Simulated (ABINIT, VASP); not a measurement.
The input files of a VASP run:

**KPOINTS**
```
Automatic mesh
0
Gamma
7 7 7
0 0 0
```

### POSCAR
```
BaS
1.0
  0.0000000000   3.1950000000   3.1950000000
  3.1950000000   0.0000000000   3.1950000000
  3.1950000000   3.1950000000   0.0000000000
Ba S
1 1
Cart
  0.0000000000   0.0000000000   0.0000000000
  3.1950000000   3.1950000000   3.1950000000
```

INCAR:
```
ALGO = Normal
EDIFF = 1E-6
ENCUT = 300
GGA = PE
GGA_COMPAT = .FALSE.
ISIF = 2
ISMEAR = -1
LASPH = .TRUE.
LCHARG = .FALSE.
LMAXMIX = 4
LNONCOLLINEAR = .TRUE.
LORBIT = 11
LREAL = .FALSE.
LSORBIT = .TRUE.
LWAVE = .FALSE.
MAGMOM = 6*0.0
NELM = 100
PREC = Accurate
SIGMA = 0.01
SYSTEM = BaS
```

POTCAR, in this order: Ba_sv S (PBE.64 set). Program: vasp_ncl.

Question: Translate it to ABINIT.

Answer: One input that does it (PBE, spin-orbit coupling, norm-conserving pseudopotentials (PseudoDojo nc-fr-04 PBE standard)):
```
# BaS, PseudoDojo nc-fr-04 PBE standard
pp_dirpath "./"
pseudos "Ba.upf, S.upf"
acell 3*1.0 Angstrom
rprim
        -0.0000000000    3.1950000000    3.1950000000
         3.1950000000    0.0000000000    3.1950000000
         3.1950000000    3.1950000000   -0.0000000000
natom 2
ntypat 2
znucl 56 16
typat 1 2
xred
         0.0000000000    0.0000000000    0.0000000000
         0.5000000000    0.5000000000    0.5000000000
ecut 28
nspinor 2
nspden 1
occopt 3
tsmear 0.01 eV
nband 28
kptopt 1
ngkpt 7 7 7
nshiftk 1
shiftk 0 0 0
nstep 50
tolvrs 1.0e-10
prtwf 0
prtden 0
prtvol 1
enunit 2
```
Both are inputs of real runs that ended normally. What can't carry over is the choice of potentials or basis and its cut-off, and each code's defaults.

The structure is a typed BaS crystal (Fm-3m). The cell was not relaxed at this level, and it may have been scaled.
